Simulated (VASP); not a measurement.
A run of VASP 6.6.1 is set up as follows.

The input INCAR:

```
PREC     = Accurate       # precision mode
ENCUT    = 600            # plane-wave cutoff, eV
EDIFF    = 1E-7           # SCF threshold, eV
ISMEAR   = 0              # smearing method
SIGMA    = 0.03           # smearing width, eV
LREAL    = False          # projectors in reciprocal space
LASPH    = True           # aspherical terms in the spheres
NELM     = 80             # most SCF steps
ALGO     = Normal         # electronic algorithm
ISIF     = 3              # what is computed and relaxed
LWAVE    = False          # write WAVECAR
LCHARG   = False          # write CHGCAR
GGA      = PE             # functional
IBRION   = 2              # ionic algorithm
NSW      = 90             # ionic steps
EDIFFG   = -0.005         # ionic threshold
KPAR     = 2
```

KPOINTS

```
Automatic mesh
0
Gamma
  12 12 3
```

POSCAR

```
WS2                                     
1.0
    3.1885959273      0.0000000000      0.0000000000
   -1.5942979636      2.7614050714      0.0000000000
   -0.0000000000      0.0000000000     14.0731052365
  W               S             
     2     4
Direct
     0.3333333300000021    0.6666666699999979    0.2500000000000000
     0.6666666699999979    0.3333333300000021    0.7500000000000000
     0.3333333300000021    0.6666666699999979    0.6383814384044788
     0.6666666699999979    0.3333333300000021    0.1383814384044789
     0.3333333300000021    0.6666666699999979    0.8616185615955212
     0.6666666699999979    0.3333333300000021    0.3616185615955211
```

Potentials or basis: VASP PAW PBE potentials, release 64 (W_sv, S).

Command:

```sh
$ cat potpaw_PBE.64/W_sv/POTCAR potpaw_PBE.64/S/POTCAR > POTCAR
$ mpirun -np 2 vasp_std > vasp.out
```

Predict the space group after relaxing (to 0.05 Å).

P6_3/mmc (No. 194).

What does it give for the band gap on the k mesh?

1.60 eV, indirect (least direct gap 1.79 eV).

Estimate the relaxed cell.

a = 3.188 Å, b = 3.188 Å, c = 14.519 Å, α = 90.00°, β = 90.00°, γ = 120.00°.

Predict the relaxed volume.

21.30 Å³/atom.

Final structure:
```yaml
crystal:
  lattice:
    - [3.18811, 0.00000, 0.00000]
    - [-1.59406, 2.76099, 0.00000]
    - [0.00000, 0.00000, 14.51869]
  atoms:
    - { symbol: W, position: [0.33333, 0.66667, 0.25000] }
    - { symbol: W, position: [0.66667, 0.33333, 0.75000] }
    - { symbol: S, position: [0.33333, 0.66667, 0.64180] }
    - { symbol: S, position: [0.66667, 0.33333, 0.14180] }
    - { symbol: S, position: [0.33333, 0.66667, 0.85820] }
    - { symbol: S, position: [0.66667, 0.33333, 0.35820] }
```

Caveat: spin-orbit coupling is left out, which moves the levels of the heavy elements; an odd mesh through Γ misses points on the zone boundary, where band edges often lie; this functional lacks dispersion, which binds the layers, so the pressure and a relaxed spacing across them are unreliable. Zero-point motion and thermal expansion aren't in these numbers.
